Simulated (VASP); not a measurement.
Calculation: optB88-vdW, VASP's PBE PAW potentials (set 64) (plane waves; VASP 6.6.1).

Input for VASP

**INCAR**
```
SYSTEM=MgS
PREC=Accurate; ENCUT=520; LREAL=.FALSE.
LASPH=.TRUE.
EDIFF=1E-7; NELM=100; ALGO=Normal
ISMEAR=0; SIGMA=0.05
GGA=BO; LUSE_VDW=.TRUE.; AGGAC=0.0
PARAM1=0.1833333333; PARAM2=0.22
ISIF=2
LWAVE=.FALSE.; LCHARG=.FALSE.
```

File POSCAR:
```
MgS
1
    0.0000000000     2.5515810982     2.5515810982
    2.5515810982     0.0000000000     2.5515810982
    2.5515810982     2.5515810982     0.0000000000
Mg S
1 1
Direct
  0.0000000000   1.0000000000   1.0000000000
  0.5000000000   0.5000000000   0.5000000000
```

File KPOINTS:
```
Automatic mesh
0
Gamma
9 9 9
0 0 0
```

POTCAR, in this order: Mg S (PBE.64 set). Program: vasp_std.

Q: Estimate the energy per atom (σ→0), pressure.

A: 
The energy per atom (σ→0) comes out as -2.835 eV/atom and the pressure comes out as 5.32 GPa.

OSZICAR:
```
...
DAV:   6    -0.570289280546E+01    0.41333E+00   -0.11229E+00   576   0.543E+00    0.365E+00
DAV:   7    -0.566667115501E+01    0.36222E-01   -0.26563E-01   720   0.287E+00    0.274E+00
DAV:   8    -0.566989667610E+01   -0.32255E-02   -0.14958E-02   584   0.125E+00    0.117E+00
DAV:   9    -0.566969143062E+01    0.20525E-03   -0.79859E-04   752   0.249E-01    0.235E-01
DAV:  10    -0.566974269234E+01   -0.51262E-04   -0.12616E-04   768   0.886E-02    0.100E-02
DAV:  11    -0.566974105646E+01    0.16359E-05   -0.19182E-05   680   0.251E-02    0.547E-03
DAV:  12    -0.566974115335E+01   -0.96890E-07   -0.39785E-07   784   0.573E-03
   1 F= -.56697412E+01 E0= -.56697412E+01  d E =-.775078E-14
```

The compound is MgS in the rock salt structure. This cell is one point of a volume scan, at 0.94 of the reference volume.
